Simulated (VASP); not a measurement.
```xyz
1
Lattice="0.0000 2.9985 2.9985 2.9985 0.0000 2.9985 2.9985 2.9985 0.0000" Properties=species:S:1:pos:R:3 pbc="T T T"
Sr     0.0000     0.0000     0.0000
```

Method: PW91 GGA, VASP's PBE PAW potentials (set 64) (plane waves; VASP). Settings: 520 eV cut-off, 9×9×9 Γ-centred mesh, tetrahedra with Blöchl corrections, potentials Sr_sv.

**Question.** The job: Sr (fcc), 1 atom, PW91, static run, 520 eV, 9×9×9 Γ-centred mesh. Roughly how much core time does it take on a busy server core?

**Answer.** About 10 core-seconds (one run on a shared machine, a rough figure). It had 35 irreducible k-points, 9 bands, up to 1469 plane waves and 14 electronic steps.

The compound is Sr in the fcc structure. It was relaxed first.
